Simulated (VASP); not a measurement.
# TiCl4 in VASP: further runs

Aim: see how the results for TiCl4 move with the level of theory and the settings. Levels: PBE+D3(BJ), PBE. Tasks: relaxation of the atoms, single point.

Everything below comes from runs of VASP 6.6.1. Logs are shortened: lines on timing, memory, paths and dates and some standing lists are left out, and cuts for length are marked.

## Step 1: Starting point

The cell holds a molecule in a box, 5 atoms: a = 13.871 Å, b = 14.371 Å, c = 14.871 Å, α = 90.00°, β = 90.00°, γ = 90.00°.

## Step 2: Relaxation of the atoms, PBE+D3(BJ)

INCAR

```
SYSTEM = TiCl4
  ALGO = Normal
  EDIFF = 1E-6
  EDIFFG = -0.03
  ENCUT = 400
  GGA = PE
  IBRION = 2
  ISIF = 2
  ISMEAR = 0
  ISYM = 0
  IVDW = 12
  LASPH = .TRUE.
  LCHARG = .FALSE.
  LREAL = .FALSE.
  LWAVE = .FALSE.
  NELM = 60
  NSW = 120
  PREC = Accurate
  SIGMA = 0.01
```

KPOINTS

```
k-points
0
G
  1 1 1
  0 0 0
```

POSCAR

```
TiCl4
1.0
   13.8709050016      0.0000000000      0.0000000000
    0.0000000000     14.3709050016      0.0000000000
    0.0000000000      0.0000000000     14.8709050016
Ti Cl
1 4
Selective dynamics
Direct
    0.5000049301      0.5034707972      0.4999997983  F F F
    0.3494512505      0.5089613100      0.4798349845  T T T
    0.5672760385      0.4511952981      0.3831012442  T T T
    0.5522950909      0.6385192939      0.5272848634  T T T
    0.5309726900      0.4152495608      0.6097791096  T T T
```

Potentials or basis: VASP PAW PBE potentials, release 64 (Ti_sv, Cl).

Command:

```sh
$ cat potpaw_PBE.64/Ti_sv/POTCAR potpaw_PBE.64/Cl/POTCAR > POTCAR
$ mpirun -np 1 vasp_gam > vasp.out
```

OUTCAR:

```text
SYSTEM = TiCl4
   EDIFF = 1E-6
   EDIFFG = -0.03
   ENCUT = 400
   GGA = PE
   IBRION = 2
   ISIF = 2
   ISMEAR = 0
   ISYM = 0
   IVDW = 12
   LASPH = .TRUE.
   LREAL = .FALSE.
   NELM = 60
   NSW = 120
   PREC = Accurate
 IVDW          = 12

 ion  position               nearest neighbor table
   1  0.500  0.503  0.500-   5 2.11   3 2.11   2 2.11   4 2.11
   2  0.349  0.509  0.480-   1 2.11
   3  0.567  0.451  0.383-   1 2.11
   4  0.552  0.639  0.527-   1 2.11
   5  0.531  0.415  0.610-   1 2.11

IMPORTANT INFORMATION: All symmetrisations will be switched off!
NOSYMM: (Re-)initialisation of all symmetry stuff for point group C_1.

----------------------------------------------------------------------------------------

                                     Primitive cell

  volume of cell :    2964.3284

  direct lattice vectors                    reciprocal lattice vectors
    13.870905002  0.000000000  0.000000000     0.072093349  0.000000000  0.000000000
     0.000000000 14.370905002  0.000000000     0.000000000  0.069585040  0.000000000
     0.000000000  0.000000000 14.870905002     0.000000000  0.000000000  0.067245403

  length of vectors
    13.870905002 14.370905002 14.870905002     0.072093349  0.069585040  0.067245403

  position of ions in fractional coordinates (direct lattice)
     0.500004930  0.503470797  0.499999798
     0.349451251  0.508961310  0.479834985
     0.567276038  0.451195298  0.383101244
     0.552295091  0.638519294  0.527284863
     0.530972690  0.415249561  0.609779110

  ion indices of the primitive-cell ions
   primitive index   ion index
                 1           1
                 2           2
                 3           3
                 4           4
                 5           5

----------------------------------------------------------------------------------------

 KPOINTS: k-points

Automatic generation of k-mesh.
 Grid dimensions read from file:
 generate k-points for:    1    1    1

 Generating k-lattice:

  Cartesian coordinates                     Fractional coordinates (reciprocal lattice)
     0.072093349  0.000000000  0.000000000     1.000000000  0.000000000  0.000000000
     0.000000000  0.069585040  0.000000000     0.000000000  1.000000000  0.000000000
     0.000000000  0.000000000  0.067245403     0.000000000  0.000000000  1.000000000

  Length of vectors
     0.072093349  0.069585040  0.067245403

  Shift w.r.t. Gamma in fractional coordinates (k-lattice)
     0.000000000  0.000000000  0.000000000

 Subroutine IBZKPT returns following result:
 ===========================================

 Found      1 irreducible k-points:

 Following reciprocal coordinates:
            Coordinates               Weight
  0.000000  0.000000  0.000000      1.000000
   k-points           NKPTS =      1   k-points in BZ     NKDIM =      1   number of bands    NBANDS=     24
   number of dos      NEDOS =    301   number of ions     NIONS =      5
   total plane-waves  NPLWV = 846720
   dimension x,y,z NGX =    90 NGY =   96 NGZ =   98
   dimension x,y,z NGXF=   180 NGYF=  192 NGZF=  196
   ions per type =               1   4
   NGX,Y,Z   is equivalent  to a cutoff of  10.79, 11.11, 10.96 a.u.
   NGXF,Y,Z  is equivalent  to a cutoff of  21.57, 22.21, 21.91 a.u.
 SYSTEM =  TiCl4
   PREC   = accura    normal or accurate (medium, high low for compatibility)
   ISTART =      0    job   : 0-new  1-cont  2-samecut
   ICHARG =      2    charge: 1-file 2-atom 10-const
   ISPIN  =      1    spin polarized calculation?
   LNONCOLLINEAR =      F non collinear calculations
   LSORBIT =      F    spin-orbit coupling
   LASPH  =      T    aspherical Exc in radial PAW
   ENCUT  =  400.0 eV  29.40 Ry    5.42 a.u.  22.62 23.44 24.25*2*pi/ulx,y,z
   NELM   =     60;   NELMIN=  2; NELMDL= -5     # of ELM steps
   EDIFF  = 0.1E-05   stopping-criterion for ELM
   LREAL  =      F    real-space projection
   EDIFFG = -.3E-01   stopping-criterion for IOM
   NSW    =    120    number of steps for IOM
   IBRION =      2    ionic relax: 0-MD 1-quasi-New 2-CG
   NFREE  =      1    steps in history (QN), initial steepest desc. (CG)
   ISIF   =      2    stress and relaxation
   ISYM   =      0    0-nonsym 1-usesym 2-fastsym
   POTIM  = 0.5000    time-step for ionic-motion
   TEBEG  =    0.0;   TEEND  =   0.0 temperature during run
   PSTRESS=    0.0 pullay stress
   NELECT =      40.0000    total number of electrons
   NUPDOWN=      -1.0000    fix difference up-down
   EMIN   =  10.00;   EMAX   =-10.00  energy-range for DOS
   EFERMI =   0.00;   METHOD = LEGACY
   ISMEAR =     0;   SIGMA  =   0.01  broadening in eV -4-tet -1-fermi 0-gaus
   EFERMI_NEDOS =   21; number of points for ismear=-14 and -15
   IALGO  =     38    algorithm
   IMIX   =      4    mixing-type and parameters
     AMIX     =   0.40;   BMIX     =  1.00
     AMIX_MAG =   1.60;   BMIX_MAG =  1.00
  volume/ion in A,a.u.               =     592.87      4000.86
  Fermi-wavevector in a.u.,A,eV,Ry     =   0.389750  0.736521  2.066793  0.151905
  Thomas-Fermi vector in A             =   1.331211
   LORBIT       =      0    0 simple, 1 ext, 2 COOP (PROOUT), +10 PAW based schemes
   GGA     = PE    functional components
   LHFCALC =     F    Hartree Fock is set to
   AEXX    =    0.0000 exact exchange contribution
   IVDW    =    12    specifies the selected vdW correction
   LEPSILON=     F    determine dielectric tensor
   LRPA    =     F    only Hartree local field effects (RPA)
 conjugate gradient relaxation of ions
 non-spin polarized calculation
 Gauss-broadening in eV      SIGMA  =   0.01
  energy-cutoff  :      400.00
  volume of cell :     2964.33
 maximum number of plane-waves:     26968
 NGX is ok and might be reduce to    90
   NGX = 45   NGY = 47   NGZ = 49

--------------------------------------- Ionic step        1  -------------------------------------------

 number of electron      39.9999996 magnetization

 Free energy of the ion-electron system (eV)
  ---------------------------------------------------
  ext. energy  EPLUGINS =         0.00000000
  ---------------------------------------------------
  free energy    TOTEN  =       -22.96144717 eV

  energy without entropy =      -22.96144717  energy(sigma->0) =      -22.96144717

------------------------ aborting loop because EDIFF is reached ----------------------------------------

 Edisp (eV)   -0.23697

 E8    (eV) :    -0.1026

  FORCE on cell =-STRESS in cart. coord.  units (eV):
  Direction    XX          YY          ZZ          XY          YZ          ZX
  --------------------------------------------------------------------------------------
  -------------------------------------------------------------------------------------
  Total       3.93647     3.93571     3.93899    -0.00013    -0.00078    -0.00017
  in kB       2.12761     2.12720     2.12897    -0.00007    -0.00042    -0.00009
  external pressure =        2.13 kB  Pullay stress =        0.00 kB

 VOLUME and BASIS-vectors are now :
 -----------------------------------------------------------------------------
  energy-cutoff  :      400.00
  volume of cell :     2964.33
      direct lattice vectors                 reciprocal lattice vectors
    13.870905002  0.000000000  0.000000000     0.072093349  0.000000000  0.000000000
     0.000000000 14.370905002  0.000000000     0.000000000  0.069585040  0.000000000
     0.000000000  0.000000000 14.870905002     0.000000000  0.000000000  0.067245403

 POSITION                                       TOTAL-FORCE (eV/Angst)
 -----------------------------------------------------------------------------------
      6.93552      7.23533      7.43545        -0.000410      0.001177     -0.000040
      4.84721      7.31423      7.13558        -1.439940      0.053488     -0.206887
      7.86863      6.48408      5.69706         0.643588     -0.517374     -1.198943
      7.66083      9.17610      7.84120         0.500947      1.336723      0.279773
      7.36507      5.96751      9.06797         0.295815     -0.874014      1.126097
 -----------------------------------------------------------------------------------
    total drift:                               -0.000204      0.000009      0.000494

  FREE ENERGIE OF THE ION-ELECTRON SYSTEM (eV)
  ---------------------------------------------------
  free  energy   TOTEN  =       -23.1984127575 eV

  energy  without entropy=      -23.1984127575  energy(sigma->0) =      -23.19841276

--------------------------------------- Ionic step        2  -------------------------------------------

 number of electron      40.0000000 magnetization

 Free energy of the ion-electron system (eV)
  ---------------------------------------------------
  ext. energy  EPLUGINS =         0.00000000
  ---------------------------------------------------
  free energy    TOTEN  =       -23.16467196 eV

  energy without entropy =      -23.16467196  energy(sigma->0) =      -23.16467196

 E-fermi :  -7.8710     XC(G=0):  -0.6837

 val. band max:       -7.9345429404   @ k =   0.0000   0.0000   0.0000
 cond. band min:      -4.2802091232   @ k =   0.0000   0.0000   0.0000
 fundamental gap:      3.6543338172
 Fermi energy:        -7.8710280059

 k-point     1 :       0.0000    0.0000    0.0000
  band No.  band energies     occupation
      1     -63.6297      2.00000
      2     -39.8972      2.00000
      3     -39.8971      2.00000
      4     -39.8971      2.00000
      5     -20.6591      2.00000
      6     -20.3807      2.00000
[... 16 lines left out ...]
     23      -3.4911      0.00000
     24      -3.4909      0.00000

------------------------ aborting loop because EDIFF is reached ----------------------------------------

 Edisp (eV)   -0.22802

 E8    (eV) :    -0.0987

  FORCE on cell =-STRESS in cart. coord.  units (eV):
  Direction    XX          YY          ZZ          XY          YZ          ZX
  --------------------------------------------------------------------------------------
  -------------------------------------------------------------------------------------
  Total      -0.15025    -0.15159    -0.14823     0.00189     0.00001     0.00010
  in kB      -0.08121    -0.08193    -0.08012     0.00102     0.00001     0.00006
  external pressure =       -0.08 kB  Pullay stress =        0.00 kB

 VOLUME and BASIS-vectors are now :
 -----------------------------------------------------------------------------
  energy-cutoff  :      400.00
  volume of cell :     2964.33
      direct lattice vectors                 reciprocal lattice vectors
    13.870905002  0.000000000  0.000000000     0.072093349  0.000000000  0.000000000
     0.000000000 14.370905002  0.000000000     0.000000000  0.069585040  0.000000000
     0.000000000  0.000000000 14.870905002     0.000000000  0.000000000  0.067245403

 POSITION                                       TOTAL-FORCE (eV/Angst)
 -----------------------------------------------------------------------------------
      6.93552      7.23533      7.43545        -0.000389      0.000388     -0.000076
      4.77774      7.31682      7.12560         0.001176     -0.000609     -0.000206
      7.89968      6.45913      5.63922        -0.000439      0.000691      0.000659
      7.68500      9.24059      7.85470         0.000320     -0.001080     -0.000228
      7.37934      5.92535      9.12229        -0.000669      0.000611     -0.000148
 -----------------------------------------------------------------------------------
    total drift:                               -0.000819     -0.000520      0.000362

  FREE ENERGIE OF THE ION-ELECTRON SYSTEM (eV)
  ---------------------------------------------------
  free  energy   TOTEN  =       -23.3926890484 eV

  energy  without entropy=      -23.3926890484  energy(sigma->0) =      -23.39268905

 reached required accuracy - stopping structural energy minimisation
```

It took 6 min on 1 thread of AMD EPYC 7R13 (Zen 3), shared host; peak memory 1.3 GiB.

Results:

```yaml
Free_energy: -23.3927 eV
Energy_gained_by_relaxing: 38.9 meV/atom
Ionic_steps: 2
Gap_between_the_frontier_levels: 3.65 eV
Dispersion_energy_per_atom: -0.046 eV
```

Step by step:
| step | energy change (eV) | largest force (eV/Å) | pressure (GPa) |
| --- | --- | --- | --- |
| 1 | 0.0000 | 1.4559 | 0.21 |
| 2 | -0.1943 | 0.0013 | -0.01 |

Final structure:
```xyz
5
Lattice="13.8709 0.0000 0.0000 0.0000 14.3709 0.0000 0.0000 0.0000 14.8709" Properties=species:S:1:pos:R:3 pbc="T T T"
Ti    6.9355    7.2353    7.4354
Cl    4.7777    7.3168    7.1256
Cl    7.8997    6.4591    5.6392
Cl    7.6850    9.2406    7.8547
Cl    7.3793    5.9253    9.1223
```

## Step 3: Single point, PBE

INCAR

```
SYSTEM = TiCl4
  ALGO = Normal
  EDIFF = 1E-6
  ENCUT = 400
  GGA = PE
  ISIF = 2
  ISMEAR = 0
  ISYM = 0
  LASPH = .TRUE.
  LCHARG = .FALSE.
  LREAL = .FALSE.
  LWAVE = .FALSE.
  NBANDS = 28
  NELM = 60
  PREC = Accurate
  SIGMA = 0.01
```

KPOINTS is that of step 2.

POSCAR

```
TiCl4                                   
1.0
   13.8709050016      0.0000000000      0.0000000000
    0.0000000000     14.3709050016      0.0000000000
    0.0000000000      0.0000000000     14.8709050016
  Ti              Cl            
     1     4
Selective dynamics
Direct
     0.5000049300999976    0.5034707972000021    0.4999997983000029   F   F   F
     0.3444431751231557    0.5091408659865873    0.4791638227319999   T   T   T
     0.5695144208073568    0.4494584912580730    0.3792117574849158   T   T   T
     0.5540373732745099    0.6430066291812763    0.5281924725648059   T   T   T
     0.5320015253624765    0.4123155256719045    0.6134322785872570   T   T   T
```

Potentials or basis: VASP PAW PBE potentials, release 64 (Ti_sv, Cl).

Command:

```sh
$ cat potpaw_PBE.64/Ti_sv/POTCAR potpaw_PBE.64/Cl/POTCAR > POTCAR
$ mpirun -np 1 vasp_gam > vasp.out
```

Wall time 2.6 min (1 thread of AMD EPYC 7R13 (Zen 3), shared host); peak memory 1.3 GiB.

It converged, with:

* Free energy: -23.1647 eV
* Largest force: 0.032 eV/Å
* Gap between the frontier levels: 3.65 eV

Forces in eV/Å, atoms in the order of the input:
```
Ti   0.000  0.000  0.000
Cl  -0.031  0.001 -0.005
Cl   0.014 -0.011 -0.026
Cl   0.011  0.029  0.006
Cl   0.006 -0.019  0.025
```

Levels at points of the mesh, in eV from the valence-band top:
| k point | band 18 | band 19 | band 20 | band 21 | band 22 | band 23 |
| --- | --- | --- | --- | --- | --- | --- |
| (0.00, 0.00, 0.00) | 0.00 | 0.00 | 0.00 | 3.65 | 3.65 | 4.44 |

PBE gaps usually lie below the measured ones, often by a third to a half.
